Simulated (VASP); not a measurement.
The cell holds one ZrC (rock salt) (100) slab, with vacuum along c, ions free to move until forces fall under 0.03 eV/Å, no reconstruction beyond this cell, dipole correction on.

```xyz
8
Lattice="3.3035 0.0000 0.0000 0.0000 3.3035 0.0000 0.0000 0.0000 24.2542" Properties=species:S:1:pos:R:3 pbc="T T T"
Zr     0.0000     1.6518     8.7145
Zr     1.6518     3.3035    10.9778
Zr     0.0000     1.6518    13.2764
Zr     1.6518     3.3035    15.5397
C      0.0000     1.6518    10.9524
C      1.6518     0.0000     8.6348
C      0.0000     1.6518    15.6194
C      1.6518     0.0000    13.3019
```

Calculation: PBEsol GGA, VASP's PBE PAW potentials (set 64) (plane waves; VASP 6.6.1). Numerical set-up: 450 eV cut-off, 8×8×1 Γ-centred mesh, first-order Methfessel-Paxton smearing of 0.10 eV, potentials Zr_sv C.

Slab and bulk use different k-meshes, so the surface energy is good to a few per cent at best.

The surface energy comes out as 115 meV/Å² and the work function comes out as 4.03 eV. The band gap (on the k-mesh) comes out as none (metal, semimetal or under 0.01 eV).

The cell is a thin slab with vacuum, built from ZrC (rock salt): (100) face.
